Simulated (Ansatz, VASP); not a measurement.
Given: the input of a run of VASP 6.6.1 on Sc3Te. The cell comes from a database or a generator and needn't be the stable form of this composition.

The input INCAR:

```
PREC = Accurate
ENCUT = 600
EDIFF = 1E-7
ISMEAR = -1
SIGMA = 0.05
LREAL = F
LASPH = T
NELM = 100
ALGO = Normal
ISIF = 3
LWAVE = F
LCHARG = F
GGA = PE
IVDW = 12
IBRION = 2
NSW = 60
EDIFFG = -0.01
```

Contents of KPOINTS:

```
Automatic mesh
0
Gamma
  5 5 5
```

File POSCAR:

```
Sc3Te
1.0
    0.0000000000      3.5695000000      3.5695000000
    3.5695000000      0.0000000000      3.5695000000
    3.5695000000      3.5695000000      0.0000000000
Sc Te
3 1
Direct
    0.2500000000      0.2500000000      0.2500000000
    0.7500000000      0.7500000000      0.7500000000
    0.5000000000      0.5000000000      0.5000000000
    0.0000000000      0.0000000000      0.0000000000
```

Potentials or basis: VASP PAW PBE potentials, release 64 (Sc_sv, Te).

Command:

```sh
$ cat potpaw_PBE.64/Sc_sv/POTCAR potpaw_PBE.64/Te/POTCAR > POTCAR
$ mpirun -np 1 vasp_std > vasp.out
```

Q: Set up the same calculation for Ansatz 0.2.0. Potentials or basis there: Ansatz PAW, cutoff 420 eV.

A: As run (cutoffs and basis follow the program's own potentials, and thresholds, step limits or extra output files can differ):

input.yaml

```yaml
crystal:
  lattice:
    - [0.0, 3.5695, 3.5695]
    - [3.5695, 0.0, 3.5695]
    - [3.5695, 3.5695, 0.0]
  atoms:
    - { symbol: Sc, position: [0.25, 0.25, 0.25] }
    - { symbol: Sc, position: [0.75, 0.75, 0.75] }
    - { symbol: Sc, position: [0.5, 0.5, 0.5] }
    - { symbol: Te, position: [0.0, 0.0, 0.0] }
hamiltonian:
  xc: pbe
  pseudopotentials: { kind: paw }
  dispersion: d3bj
kpoints:
  mp_grid: { grid: [5, 5, 5] }
scf:
  occupations: { method: fermi_dirac, width: 0.05 }
output:
  forces: true
  stress: true
  eigenvalues: true
relax:
  f_tol: 0.01
  max_steps: 40
  cell: { stress_tol: 0.05 }
```

Potentials or basis: Ansatz PAW.

Run with:

```bash
$ ansatz run input.yaml --threads 2 --pin off --max-ram 5632MiB --backend cpu --events-out ev --progress --plain --runs-dir out
```

Both were run:

|  | VASP | Ansatz |
| --- | --- | --- |
| Relaxed volume | 21.41 Å³/atom | 21.37 Å³/atom |
| Relaxed cell | a = 4.947 Å, b = 4.947 Å, c = 4.947 Å, α = 60.00°, β = 60.00°, γ = 60.00° | a = 4.945 Å, b = 4.945 Å, c = 4.945 Å, α = 60.00°, β = 60.00°, γ = 60.00° |
| Space group after relaxing | Fm-3m (No. 225) | Fm-3m (No. 225) |
| Pressure after relaxing | 0.0 GPa | 0.0 GPa |

Ansatz's pressure holds a Pulay term of +0.03 GPa for its cutoff of 420 eV, which the other run lacks.

The potentials hold 39 and 49 valence electrons a cell.

Where Ansatz's input types no cutoff or centring, it takes its own default and a Γ-centred mesh.

Pressure is positive in compression.
